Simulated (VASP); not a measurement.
Wanted: the native input for a VASP 6.6.1 run.

```
Task                   : single point
Functional             : PBE
Potentials or basis    : VASP PAW PBE potentials, release 64 (Si, Sn_d)
Cutoff                 : 520 eV
k mesh                 : 10 × 10 × 10
Occupations            : fermi-dirac, width 0.05 eV
Spin                   : no spin polarisation
Dipole correction      : no
Further INCAR settings : ALGO = Normal; EDIFF = 1e-06; NBANDS = 23
```

The structure of SiSn2 lies in POSCAR:

```
SiSn2
1.0
    0.0000000000      3.4148330286      3.4148330286
    3.4148330286      0.0000000000      3.4148330286
    3.4148330286      3.4148330286      0.0000000000
Si Sn
1 2
Direct
    0.0000000000      0.0000000000      0.0000000000
    0.2500000000      0.2500000000      0.2500000000
    0.7500000000      0.7500000000      0.7500000000
```

The cell comes from a database or a generator and needn't be the stable form of this composition.

The input as run:

INCAR

```
SYSTEM = SiSn2
ALGO = Normal ; EDIFF = 1E-6
ENCUT = 520 ; GGA = PE
ISIF = 2 ; ISMEAR = -1
LASPH = .TRUE. ; LCHARG = .FALSE.
LREAL = .FALSE. ; LWAVE = .FALSE.
NBANDS = 23 ; NELM = 100
PREC = Accurate ; SIGMA = 0.05
```

KPOINTS

```
k-points
0
G
  10 10 10
  0 0 0
```

Potentials or basis: VASP PAW PBE potentials, release 64 (Si, Sn_d).

Command:

```console
$ cat potpaw_PBE.64/Si/POTCAR potpaw_PBE.64/Sn_d/POTCAR > POTCAR
$ mpirun -np 1 vasp_std > vasp.out
```

Results of the run:

The pressure is 0.0 GPa. The band gap on the k mesh is none (metal or under the smearing width).

Run time: 77 s on 1 thread of Intel(R) Xeon(R) Platinum 8375C CPU @ 2.90GHz (Ice Lake), on a shared host, peak memory 0.24 GiB.
